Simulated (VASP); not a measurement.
VASP input:

### INCAR
```
SYSTEM = Ti
PREC = Accurate
ENCUT = 400
EDIFF = 1E-6
NELM = 100
ALGO = Normal
LREAL = .FALSE.
LASPH = .TRUE.
ISMEAR = 1
SIGMA = 0.1
GGA = PE
LMAXMIX = 4
LWAVE = .FALSE.
LCHARG = .FALSE.
ISIF = 2
ISPIN = 2
MAGMOM = 1.0 1.0 1.0
```

**POSCAR**
```
Ti
1
    1.4750000000    -2.5547750000     0.0000000000
    1.4750000000     2.5547750000     0.0000000000
    0.0000000000     0.0000000000     4.6800000000
Ti
2
Direct
  0.3333330000   0.6666670000   0.2500000000
  0.6666670000   0.3333330000   0.7500000000
```

KPOINTS:
```
Automatic mesh
0
Gamma
11 11 6
0 0 0
```

POTCAR, in this order: Ti_sv (PBE.64 set). Program: vasp_std.

One choice in this input is risky. Which, and does it do harm here?

The risk: MAGMOM holds more values than there are atoms. Here it does no harm: the run (PBE GGA, plane waves, VASP's PBE PAW potentials (set 64)) converges to the same energy and pressure as with the safe setting.
### OSZICAR
```
       N       E                     dE             d eps       ncg     rms          rms(c)
DAV:   1     0.234655813365E+03    0.23466E+03   -0.11767E+04  4352   0.149E+03
DAV:   2     0.110632831934E+02   -0.22359E+03   -0.22142E+03  4404   0.436E+02
DAV:   3    -0.163101562725E+02   -0.27373E+02   -0.27162E+02  8405   0.126E+02
DAV:   4    -0.173917533801E+02   -0.10816E+01   -0.10813E+01  4794   0.259E+01
DAV:   5    -0.174446180073E+02   -0.52865E-01   -0.52861E-01  7164   0.402E+00    0.136E+01
DAV:   6    -0.155985847031E+02    0.18460E+01   -0.82829E+00  5094   0.308E+01    0.356E+00
DAV:   7    -0.156260652328E+02   -0.27481E-01   -0.84214E-01  5788   0.752E+00    0.248E+00
DAV:   8    -0.156400154679E+02   -0.13950E-01   -0.42293E-02  5354   0.218E+00    0.147E+00
DAV:   9    -0.156483452111E+02   -0.83297E-02   -0.28781E-02  4756   0.205E+00    0.528E-01
DAV:  10    -0.156499896335E+02   -0.16444E-02   -0.49389E-03  5910   0.566E-01    0.581E-02
DAV:  11    -0.156499654523E+02    0.24181E-04   -0.40278E-04  5847   0.215E-01    0.408E-02
DAV:  12    -0.156499904886E+02   -0.25036E-04   -0.87575E-05  5616   0.797E-02    0.193E-02
DAV:  13    -0.156499897199E+02    0.76864E-06   -0.15880E-05  5807   0.291E-02    0.738E-03
DAV:  14    -0.156499892879E+02    0.43197E-06   -0.23179E-06  3740   0.130E-02
   1 F= -.15649989E+02 E0= -.15649727E+02  d E =-.785802E-03  mag=     0.0001
```

The compound is Ti in the hcp structure. The cell was not relaxed at this level.
